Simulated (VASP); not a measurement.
# MgAl2C2 (lda) (P-3m1) in VASP: a series of runs, part 2 of 2

VASP 6.6.1. Earlier steps stand in the parts before.

## Step 3: Relaxation of cell and atoms, LDA

Contents of INCAR:

```
ALGO = Fast
EDIFF = 1E-6
EDIFFG = -0.002
ENCUT = 600
IBRION = 2
ISIF = 3
ISMEAR = 0
LASPH = T
LCHARG = F
LREAL = F
LWAVE = F
NELM = 100
NSW = 100
PREC = Accurate
SIGMA = 0.02
```

Contents of KPOINTS:

```
k-points
0
Gamma
  9 9 6
```

Contents of POSCAR:

```
MgAl2C2
1.0
    3.3483804316      0.0000000000      0.0000000000
   -1.6741902158      2.8997825153      0.0000000000
    0.0000000000      0.0000000000      5.7040287429
Mg Al C
1 2 2
Direct
    0.0000000000      0.0000000000      0.0000000000
    0.3333333333      0.6666666667      0.3496113438
    0.6666666667      0.3333333333      0.6503886562
    0.3333333333      0.6666666667      0.7309174454
    0.6666666667      0.3333333333      0.2690825546
```

Potentials or basis: VASP PAW LDA potentials, release 64 (Mg, Al, C).

Run with:

```bash
> cat potpaw_LDA.64/Mg/POTCAR potpaw_LDA.64/Al/POTCAR potpaw_LDA.64/C/POTCAR > POTCAR
> mpirun -np 1 vasp_std > vasp.out
```

OUTCAR:

```text
EDIFF = 1E-6
   EDIFFG = -0.002
   ENCUT = 600
   IBRION = 2
   ISIF = 3
   ISMEAR = 0
   LASPH = T
   LREAL = F
   NELM = 100
   NSW = 100
   PREC = Accurate

 ion  position               nearest neighbor table
   1  0.000  0.000  0.000-   4 2.47   5 2.47   4 2.47   5 2.47   5 2.47   4 2.47   2 2.78   3 2.78
                             2 2.78   3 2.78   2 2.78   3 2.78
   2  0.333  0.667  0.350-   5 1.99   5 1.99   5 1.99   4 2.17   3 2.58   3 2.58   3 2.58   1 2.78
                             1 2.78   1 2.78
   3  0.667  0.333  0.650-   4 1.99   4 1.99   4 1.99   5 2.17   2 2.58   2 2.58   2 2.58   1 2.78
                             1 2.78   1 2.78
   4  0.333  0.667  0.731-   3 1.99   3 1.99   3 1.99   2 2.17   1 2.47   1 2.47   1 2.47
   5  0.667  0.333  0.269-   2 1.99   2 1.99   2 1.99   3 2.17   1 2.47   1 2.47   1 2.47

  LATTYP: Found a hexagonal cell.
 ALAT       =     3.3483804316
 C/A-ratio  =     1.7035187188

  Lattice vectors:

 A1 = (   3.3483804316,   0.0000000000,   0.0000000000)
 A2 = (  -1.6741902158,   2.8997825153,   0.0000000000)
 A3 = (   0.0000000000,   0.0000000000,   5.7040287429)

Analysis of symmetry for initial positions (statically):
=====================================================================
 Subroutine PRICEL returns:
 Original cell was already a primitive cell.

 Routine SETGRP: Setting up the symmetry group for a
 hexagonal supercell.

 Subroutine GETGRP returns: Found 12 space group operations
 (whereof 12 operations were pure point group operations)
 out of a pool of 24 trial point group operations.

The static configuration has the point symmetry D_3d.

Analysis of symmetry for dynamics (positions and initial velocities):
=====================================================================
 Subroutine PRICEL returns:
 Original cell was already a primitive cell.

 Routine SETGRP: Setting up the symmetry group for a
 hexagonal supercell.

 Subroutine GETGRP returns: Found 12 space group operations
 (whereof 12 operations were pure point group operations)
 out of a pool of 24 trial point group operations.

The dynamic configuration has the point symmetry D_3d.

 Subroutine INISYM returns: Found 12 space group operations
 (whereof 12 operations are pure point group operations),
 and found     1 'primitive' translations

----------------------------------------------------------------------------------------

                                     Primitive cell

  volume of cell :      55.3837

  direct lattice vectors                    reciprocal lattice vectors
     3.348380432  0.000000000  0.000000000     0.298651847  0.172426724  0.000000000
    -1.674190216  2.899782515  0.000000000     0.000000000  0.344853448  0.000000000
     0.000000000  0.000000000  5.704028743     0.000000000  0.000000000  0.175314685

  length of vectors
     3.348380432  3.348380432  5.704028743     0.344853448  0.344853448  0.175314685

  position of ions in fractional coordinates (direct lattice)
     0.000000000  0.000000000  0.000000000
     0.333333333  0.666666667  0.349611344
     0.666666667  0.333333333  0.650388656
     0.333333333  0.666666667  0.730917445
     0.666666667  0.333333333  0.269082555

  ion indices of the primitive-cell ions
   primitive index   ion index
                 1           1
                 2           2
                 3           3
                 4           4
                 5           5
[... 64 lines left out ...]
   ISTART =      0    job   : 0-new  1-cont  2-samecut
   ICHARG =      2    charge: 1-file 2-atom 10-const
   ISPIN  =      1    spin polarized calculation?
   LNONCOLLINEAR =      F non collinear calculations
   LSORBIT =      F    spin-orbit coupling
   LASPH  =      T    aspherical Exc in radial PAW
   ENCUT  =  600.0 eV  44.10 Ry    6.64 a.u.   6.69  6.69 11.39*2*pi/ulx,y,z
   NELM   =    100;   NELMIN=  2; NELMDL= -5     # of ELM steps
   EDIFF  = 0.1E-05   stopping-criterion for ELM
   LREAL  =      F    real-space projection
   EDIFFG = -.2E-02   stopping-criterion for IOM
   NSW    =    100    number of steps for IOM
   IBRION =      2    ionic relax: 0-MD 1-quasi-New 2-CG
   NFREE  =      1    steps in history (QN), initial steepest desc. (CG)
   ISIF   =      3    stress and relaxation
   ISYM   =      2    0-nonsym 1-usesym 2-fastsym
   POTIM  = 0.5000    time-step for ionic-motion
   TEBEG  =    0.0;   TEEND  =   0.0 temperature during run
   PSTRESS=    0.0 pullay stress
   NELECT =      16.0000    total number of electrons
   NUPDOWN=      -1.0000    fix difference up-down
   EMIN   =  10.00;   EMAX   =-10.00  energy-range for DOS
   EFERMI =   0.00;   METHOD = LEGACY
   ISMEAR =     0;   SIGMA  =   0.02  broadening in eV -4-tet -1-fermi 0-gaus
   EFERMI_NEDOS =   21; number of points for ismear=-14 and -15
   IALGO  =     68    algorithm
   IMIX   =      4    mixing-type and parameters
     AMIX     =   0.40;   BMIX     =  1.00
     AMIX_MAG =   1.60;   BMIX_MAG =  1.00
  volume/ion in A,a.u.               =      11.08        74.75
  Fermi-wavevector in a.u.,A,eV,Ry     =   1.082233  2.045124 15.935534  1.171229
  Thomas-Fermi vector in A             =   2.218270
   LORBIT       =      0    0 simple, 1 ext, 2 COOP (PROOUT), +10 PAW based schemes
   GGA     = CA    functional components
   LHFCALC =     F    Hartree Fock is set to
   AEXX    =    0.0000 exact exchange contribution
   IVDW    =     0    specifies the selected vdW correction
   LEPSILON=     F    determine dielectric tensor
   LRPA    =     F    only Hartree local field effects (RPA)
 conjugate gradient relaxation of ions
 non-spin polarized calculation
 RMM-DIIS sequential band-by-band and
 Gauss-broadening in eV      SIGMA  =   0.02
  energy-cutoff  :      600.00
  volume of cell :       55.38
 maximum number of plane-waves:      1882
 NGX is ok and might be reduce to    28
   NGX = 13   NGY = 13   NGZ = 23

--------------------------------------- Ionic step        1  -------------------------------------------

 number of electron      16.0000000 magnetization

 Free energy of the ion-electron system (eV)
  ---------------------------------------------------
  ext. energy  EPLUGINS =         0.00000000
  ---------------------------------------------------
  free energy    TOTEN  =       -31.10389189 eV

  energy without entropy =      -31.10389189  energy(sigma->0) =      -31.10389189

------------------------ aborting loop because EDIFF is reached ----------------------------------------

  FORCE on cell =-STRESS in cart. coord.  units (eV):
  Direction    XX          YY          ZZ          XY          YZ          ZX
  --------------------------------------------------------------------------------------
  -------------------------------------------------------------------------------------
  Total       -0.0781362     -0.0781362     -0.1191272     -0.0000000      0.0000000      0.0000000
  in kB       -2.2603763     -2.2603763     -3.4461939     -0.0000000      0.0000000      0.0000000
  external PRESSURE =      -2.6556488 kB  Pullay stress =       0.0000000 kB
[... 182 lines left out ...]
--------------------------------------- Ionic step        6  -------------------------------------------

 number of electron      16.0000000 magnetization

 Free energy of the ion-electron system (eV)
  ---------------------------------------------------
  ext. energy  EPLUGINS =         0.00000000
  ---------------------------------------------------
  free energy    TOTEN  =       -31.10420041 eV

  energy without entropy =      -31.10420041  energy(sigma->0) =      -31.10420041

 E-fermi :   7.0151     XC(G=0): -11.1240

 val. band max:        6.8944604857   @ k =   0.1111   0.0000   0.0000
 cond. band min:       8.6486965716   @ k =   0.0000   0.4444   0.3333
 fundamental gap:      1.7542360859
 Fermi energy:         7.0150919571

 k-point     1 :       0.0000    0.0000    0.0000
  band No.  band energies     occupation
      1      -6.5114      2.00000
      2      -3.8071      2.00000
      3       0.2683      2.00000
      4       5.7536      2.00000
      5       5.7536      2.00000
      6       6.6654      2.00000
      7       6.6654      2.00000
      8       6.6980      2.00000
      9      10.6057      0.00000
     10      11.5902      0.00000
     11      13.5643      0.00000
     12      13.5643      0.00000
[... 331 lines left out ...]
 k-point    24 :      -0.1111    0.3333    0.1667
  band No.  band energies     occupation
      1      -5.2564      2.00000
      2      -3.1959      2.00000
      3       1.6321      2.00000
      4       2.5018      2.00000
      5       3.2379      2.00000
      6       4.4959      2.00000
      7       5.5830      2.00000
      8       6.4095      2.00000
      9      10.4223      0.00000
     10      11.6576      0.00000
     11      12.6716      0.00000
     12      13.2220      0.00000

 [... further k-points ...]
[... 5 lines left out ...]
  --------------------------------------------------------------------------------------
  -------------------------------------------------------------------------------------
  Total       -0.0020709     -0.0020709      0.0069033      0.0000000      0.0000000      0.0000000
  in kB       -0.0600716     -0.0600716      0.2002448      0.0000000      0.0000000      0.0000000
  external PRESSURE =       0.0267005 kB  Pullay stress =       0.0000000 kB
[... 20 lines left out ...]
  FREE ENERGIE OF THE ION-ELECTRON SYSTEM (eV)
  ---------------------------------------------------
  free  energy   TOTEN  =       -31.1042004078 eV

  energy  without entropy=      -31.1042004078  energy(sigma->0) =      -31.10420041

 reached required accuracy - stopping structural energy minimisation
```

Run time: 61 s. Hardware: 1 thread of Intel Xeon 6975P-C (Granite Rapids), shared host; peak memory 0.21 GiB.

Results:

- Free energy: -31.1042 eV
- Relaxed volume: 11.05 Å³/atom
- Relaxed cell: a = 3.347 Å, b = 3.347 Å, c = 5.694 Å, α = 90.00°, β = 90.00°, γ = 120.00°
- Space group after relaxing (to 0.05 Å): P-3m1 (No. 164)
- Energy gained by relaxing: 0.1 meV/atom
- Ionic steps: 6
- Pressure after relaxing: 0.0 GPa
- Band gap on the k mesh: 1.75 eV, indirect (least direct gap 3.01 eV)

Step by step:
| step | energy change (eV) | largest force (eV/Å) | pressure (GPa) | volume (Å³) |
| --- | --- | --- | --- | --- |
| 1 | 0.0000 | 0.0376 | -0.27 | 55.38 |
| 2 | -0.0002 | 0.0273 | 0.08 | 55.24 |
| 3 | -0.0002 | 0.0251 | 0.14 | 55.22 |
| 4 | -0.0003 | 0.0075 | 0.01 | 55.23 |
| 5 | -0.0003 | 0.0074 | 0.01 | 55.23 |
| 6 | -0.0003 | 0.0011 | 0.00 | 55.23 |

Final structure:
```cif
data_structure
_symmetry_space_group_name_H-M 'P 1'
_symmetry_Int_Tables_number 1
_cell_length_a 3.3468
_cell_length_b 3.3468
_cell_length_c 5.6942
_cell_angle_alpha 90.000
_cell_angle_beta 90.000
_cell_angle_gamma 120.000
_cell_volume 55.23
loop_
_atom_site_label
_atom_site_type_symbol
_atom_site_fract_x
_atom_site_fract_y
_atom_site_fract_z
_atom_site_occupancy
Mg1 Mg 0.00000 0.00000 0.00000 1
Al1 Al 0.33333 0.66667 0.34938 1
Al2 Al 0.66667 0.33333 0.65062 1
C1 C 0.33333 0.66667 0.73164 1
C2 C 0.66667 0.33333 0.26836 1
```

Caveat: an odd mesh through Γ misses points on the zone boundary, where band edges often lie.

## Step 4: Single point, LDA

This run uses another cell than the first one, of 11.49 Å³/atom, 1.038 times its volume.

Contents of INCAR:

```
ALGO = Normal
EDIFF = 1E-6
ENCUT = 520
GGA = CA
ISIF = 2
ISMEAR = 0
LASPH = True
LCHARG = False
LREAL = False
LWAVE = False
NBANDS = 16
NELM = 100
PREC = Accurate
SIGMA = 0.1
```

Contents of KPOINTS:

```
k-points
0
Gamma
  6 6 4
```

Contents of POSCAR:

```
MgAl2C2
1.0
    3.3770000000      0.0000000000      0.0000000000
   -1.6885000000      2.9245677886      0.0000000000
    0.0000000000      0.0000000000      5.8170000000
Mg Al C
1 2 2
Direct
    0.0000000000      0.0000000000      0.0000000000
    0.3333333333      0.6666666667      0.3773000000
    0.6666666667      0.3333333333      0.6227000000
    0.3333333333      0.6666666667      0.7346000000
    0.6666666667      0.3333333333      0.2654000000
```

Run with:

```bash
> cat potpaw_LDA.64/Mg/POTCAR potpaw_LDA.64/Al/POTCAR potpaw_LDA.64/C/POTCAR > POTCAR
> mpirun -np 1 vasp_std > vasp.out
```

Run time: 15 s. Hardware: 1 thread of Intel Xeon 6975P-C (Granite Rapids), shared host; peak memory 0.17 GiB.

Results (log left out):

| Quantity | Value |
| --- | --- |
| Free energy | -30.5659 eV |
| Pressure | -3.7 GPa |
| Largest force | 3.013 eV/Å |
| Band gap on the k mesh | 1.62 eV, indirect (least direct gap 2.58 eV) |

Forces on the atoms (eV/Å):
```
Mg   0.000  0.000  0.000
Al   0.000  0.000 -3.013
Al   0.000  0.000  3.013
C    0.000  0.000 -0.980
C    0.000  0.000  0.980
```

Stress tensor (GPa, compression positive):
```
-2.60  0.00  0.00
 0.00 -2.60  0.00
 0.00  0.00 -5.95
```

Levels at points of the mesh, in eV from the valence-band top:
```csv
k point,band 6,band 7,band 8,band 9,band 10,band 11
"(0.00, 0.00, 0.00)",-0.54,0.00,0.00,3.39,4.65,6.54
"(0.50, 0.00, 0.00)",-2.54,-2.25,-0.79,1.81,4.55,4.72
"(0.00, 0.00, 0.50)",-0.84,-0.19,-0.19,4.39,5.30,6.43
"(0.50, 0.00, 0.50)",-1.93,-1.70,-1.13,1.68,3.69,4.36
```

Caveat: forces of over 1 eV/Å show positions far from the minimum, so gaps and moduli don't describe the material at rest.

## Step 5: Overview

| task | cell | k mesh | cutoff (eV) | smearing | gap on the mesh (eV) | pressure (GPa) | largest force (eV/Å) |
| --- | --- | --- | --- | --- | --- | --- | --- |
| single point | P-3m1, 11.07 Å³/atom | 9 × 9 × 6 | 520 | gaussian 0.02 eV | 1.76 | -0.1 | 0.03 |
| relaxation of cell and atoms | relaxed | 9 × 9 × 6 | 600 | gaussian 0.02 eV | 1.75 | 0.0 | - |
| single point | P-3m1, 11.49 Å³/atom | 6 × 6 × 4 | 520 | gaussian 0.1 eV | 1.62 | -3.7 | 3.01 |

Alike in all rows: level LDA; potentials or basis VASP PAW LDA potentials, release 64 (Mg, Al, C); no spin polarisation.

Caveats: an odd mesh through Γ misses points on the zone boundary, where band edges often lie (some runs); forces of over 1 eV/Å show positions far from the minimum, so gaps and moduli don't describe the material at rest (some runs).

Total energies depend on the potentials used, so only differences within one code and one set of settings carry meaning.
